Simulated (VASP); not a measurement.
Energy against volume of MgSe (rock salt). Calculation: LDA (Ceperley-Alder, Perdew-Zunger), VASP's LDA PAW potentials (set 64) (plane waves; VASP). Numerical set-up: 520 eV cut-off, 9×9×9 Γ-centred mesh, Gaussian smearing of 0.050 eV, potentials Mg Se.

```json
[
 {"V (Å³/atom)": "18.921", "E (eV/atom)": "-4.29682"},
 {"V (Å³/atom)": "19.506", "E (eV/atom)": "-4.30090"},
 {"V (Å³/atom)": "20.091", "E (eV/atom)": "-4.29725"},
 {"V (Å³/atom)": "20.676", "E (eV/atom)": "-4.28697"}
]
```

Task: Fit these four points and predict the energy of the run at 18.336 Å³/atom.

Result: A cubic in V^(−2/3), the third-order Birch-Murnaghan form, passes through the four points with V0 = 19.51 Å³/atom and B0 = 70 GPa, and gives -4.2837 eV/atom there. The run gave -4.2837 eV/atom, -0.0 meV/atom from the fit; all five points give B0 = 70 GPa.

The compound is MgSe in the rock salt structure. It was relaxed first.
